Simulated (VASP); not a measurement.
# Band gap of KTaO3 at several levels of theory, part 3 of 3

How does the band gap of KTaO3 depend on the functional? The starting structure is a measured crystal structure from the Crystallography Open Database. Cell and atoms stay as given. Meshes and data sets differ where the inputs say so.

VASP 6.6.1.

Results so far: LDA 2.020 eV; PBE 2.173 eV; r2SCAN 2.598 eV; TB-mBJ 3.499 eV; LDA + spin-orbit coupling 1.836 eV; r2SCAN + spin-orbit coupling 2.406 eV; TB-mBJ + spin-orbit coupling 3.295 eV.

## Step 9: Bands with HSE06

Level of this step: HSE06; plane waves and PAW (Ta_pv, K_sv, O) (VASP).

HSE06 mixes in a quarter of exact exchange at short range, at far higher cost; in semiconductors this cures much of the gap error, while metals seldom gain. This run uses a 4×4×4 mesh. Its starting orbitals come from a semilocal run on the same mesh, not shown.

INCAR

```
SYSTEM = KTaO3
PREC = Accurate
ENCUT = 460
EDIFF = 1E-06
NELM = 100
ISMEAR = 0
SIGMA = 0.03
LREAL = .FALSE.
ALGO = Normal
LHFCALC = .TRUE.
AEXX = 0.25
GGA = PE
HFSCREEN = 0.2
LASPH = .TRUE.
NBANDS = 25
PRECFOCK = Fast
LORBIT = 11
LWAVE = .FALSE.
LCHARG = .FALSE.
KPAR = 4
```

POSCAR

```
KTaO3
1.0
    3.9883000000      0.0000000000      0.0000000000
    0.0000000000      3.9883000000      0.0000000000
    0.0000000000      0.0000000000      3.9883000000
Ta K O
1 1 3
Direct
    0.0000000000      0.0000000000      0.0000000000
    0.5000000000      0.5000000000      0.5000000000
    0.0000000000      0.0000000000      0.5000000000
    0.0000000000      0.5000000000      0.0000000000
    0.5000000000      0.0000000000      0.0000000000
```

KPOINTS

```
Automatic mesh
0
Gamma
4 4 4
0 0 0
```

KPOINTS_OPT

```
Line mode
8
Line-mode
Reciprocal
  0.00000000   0.00000000   0.00000000 GAMMA
  0.00000000   0.50000000   0.00000000 X

  0.00000000   0.50000000   0.00000000 X
  0.50000000   0.50000000   0.00000000 M

  0.50000000   0.50000000   0.00000000 M
  0.00000000   0.00000000   0.00000000 GAMMA

  0.00000000   0.00000000   0.00000000 GAMMA
  0.50000000   0.50000000   0.50000000 R

  0.50000000   0.50000000   0.50000000 R
  0.00000000   0.50000000   0.00000000 X

  0.50000000   0.50000000   0.00000000 M
  0.50000000   0.50000000   0.50000000 R
```

Potentials, in the order of the species: Ta_pv, K_sv and O (PBE family, release 64).

Run with:

```bash
mpirun -np 4 vasp_std
```

Log:

```text
[banner, memory and clock lines left out]
running    4 mpi-ranks, on    1 nodes
[...]
LDA part: xc-table for (Slater+PW92), standard interpolation
 found WAVECAR, reading the header
 POSCAR, INCAR and KPOINTS ok, starting setup
[...]
reading WAVECAR
 the WAVECAR file was read successfully
 initial charge from wavefunction
 entering main loop
       N       E                     dE             d eps       ncg     rms          rms(c)
DAV:   1    -0.495783534511E+02   -0.49578E+02   -0.23338E+00   504   0.126E+01    0.353E+00
DAV:   2    -0.494790089589E+02    0.99344E-01   -0.26147E-01   663   0.457E+00    0.177E+00
DAV:   3    -0.494822101996E+02   -0.32012E-02   -0.78001E-02   625   0.181E+00    0.111E+00
DAV:   4    -0.494811661097E+02    0.10441E-02   -0.43405E-03   675   0.605E-01    0.689E-01
[...]
DAV:   8    -0.494805917594E+02    0.25206E-05   -0.12107E-05   635   0.298E-02    0.928E-02
DAV:   9    -0.494805905525E+02    0.12069E-05   -0.37027E-06   579   0.198E-02    0.556E-02
DAV:  10    -0.494805905203E+02    0.32209E-07   -0.11424E-06   418   0.113E-02
   1 F= -.49480591E+02 E0= -.49480591E+02  d E =-.140769E-16
 Start KPOINTS_OPT (optional k-point list driver)
k-point batch [1-10\48]
       N       E                     dE             ncg
DAV:   1    -0.798874017132E+03   -0.58749E+04      500
DAV:   2    -0.432681959506E+04   -0.35279E+04      589
DAV:   3    -0.464727074165E+04   -0.32045E+03      743
DAV:   4    -0.465859292905E+04   -0.11322E+02      774
DAV:   5    -0.465886886183E+04   -0.27593E+00      728
DAV:   6    -0.465887751604E+04   -0.86542E-02      727
DAV:   7    -0.465887775227E+04   -0.23623E-03      719
DAV:   8    -0.465887775681E+04   -0.45407E-05      639
DAV:   9    -0.465887775695E+04   -0.13568E-06      472
[...]
k-point batch [41-48\48]
       N       E                     dE             ncg
DAV:   1     0.128762844957E+04   -0.11381E+05      400
DAV:   2    -0.154123600107E+04   -0.28289E+04      436
DAV:   3    -0.177503812328E+04   -0.23380E+03      648
DAV:   4    -0.178326648290E+04   -0.82284E+01      526
DAV:   5    -0.178344822740E+04   -0.18174E+00      654
DAV:   6    -0.178345205310E+04   -0.38257E-02      557
DAV:   7    -0.178345212616E+04   -0.73059E-04      591
DAV:   8    -0.178345212823E+04   -0.20668E-05      415
DAV:   9    -0.178345212829E+04   -0.63044E-07      384
```

Run time: 14 min. Hardware: 4 MPI ranks of Intel Xeon Platinum 8488C (Sapphire Rapids), shared host; peak memory 1.1 GiB.

OUTCAR, selected parts (step 9):

```text
 POSITION                                       TOTAL-FORCE (eV/Angst)
 -----------------------------------------------------------------------------------
      0.00000      0.00000      0.00000         0.000000      0.000000      0.000000
      1.99415      1.99415      1.99415         0.000000      0.000000      0.000000
      0.00000      0.00000      1.99415         0.000000      0.000000      0.000000
      0.00000      1.99415      0.00000         0.000000      0.000000      0.000000
      1.99415      0.00000      0.00000         0.000000      0.000000      0.000000
 -----------------------------------------------------------------------------------
    total drift:                                0.000000     -0.000000      0.000000

  FREE ENERGIE OF THE ION-ELECTRON SYSTEM (eV)
  ---------------------------------------------------
  free  energy   TOTEN  =       -49.4805905203 eV

  energy  without entropy=      -49.4805905203  energy(sigma->0) =      -49.48059052

[... 1 part as in an earlier step ...]

[... 2 further parts left out ...]
[key lines of the parts left out:]
E-fermi :   0.8568
```

HSE06 gives a least gap of 3.506 eV, and a least direct gap of 4.160 eV. The least gap is +1.486 eV from that of LDA, on another mesh, which alone can move a gap by some hundredths of an eV.

## Step 10: Comparison

```
                       level  gap (eV)  least direct gap (eV)   mesh  core minutes
                         LDA      2.02                  2.647  6×6×6          1.73
                         PBE     2.173                  2.796  6×6×6           2.4
                      r2SCAN     2.598                  3.252  6×6×6           5.8
                      TB-mBJ     3.499                  4.241  6×6×6          6.21
   LDA + spin-orbit coupling     1.836                  2.395  4×4×4          6.93
r2SCAN + spin-orbit coupling     2.406                  2.997  4×4×4          24.0
TB-mBJ + spin-orbit coupling     3.295                  3.991  4×4×4          20.8
                       HSE06     3.506                   4.16  4×4×4          56.7
```

Core minutes are wall time times ranks of the run shown, on a shared host.

## Step 11: Summary of results

| Quantity | Value |
| --- | --- |
| gap, LDA | 2.020 eV |
| gap, PBE | 2.173 eV |
| gap, r2SCAN | 2.598 eV |
| gap, TB-mBJ | 3.499 eV |
| gap, LDA + spin-orbit coupling | 1.836 eV |
| gap, r2SCAN + spin-orbit coupling | 2.406 eV |
| gap, TB-mBJ + spin-orbit coupling | 3.295 eV |
| gap, HSE06 | 3.506 eV |

**Reading.** Without spin-orbit coupling the gap of KTaO3 runs from 2.020 eV (LDA) to 3.506 eV (HSE06). HSE06 gives +1.33 eV from PBE, on another mesh, which alone can move a gap by some hundredths of an eV. TB-mBJ lies -0.01 eV from HSE06, on another mesh, which alone can move a gap by some hundredths of an eV. Spin-orbit coupling changes the LDA gap by -0.184 eV, on another mesh, which alone can move a gap by some hundredths of an eV (LASPH differs too). Spin-orbit coupling changes the r2SCAN gap by -0.192 eV, on another mesh, which alone can move a gap by some hundredths of an eV. Spin-orbit coupling changes the TB-mBJ gap by -0.204 eV, on another mesh, which alone can move a gap by some hundredths of an eV. LASPH is on in some of these runs and off in others, which adds a little to the differences. These are gaps between Kohn-Sham or generalised Kohn-Sham levels of a static lattice, without excitons or temperature. Further runs on this material are not shown.

[Lines on the potential files, build, host, timing and source positions are cut from VASP's logs without a mark.]

[Logs are printed without paths, hosts, clocks, repeated set-up lines and the standing remarks that a program may print on its own settings, such as how far it seeks lower states.]

[Hosts, paths, dates, database ids (printed as entryN), source tags and the programs' standing remarks are cut or masked in the printed files.]
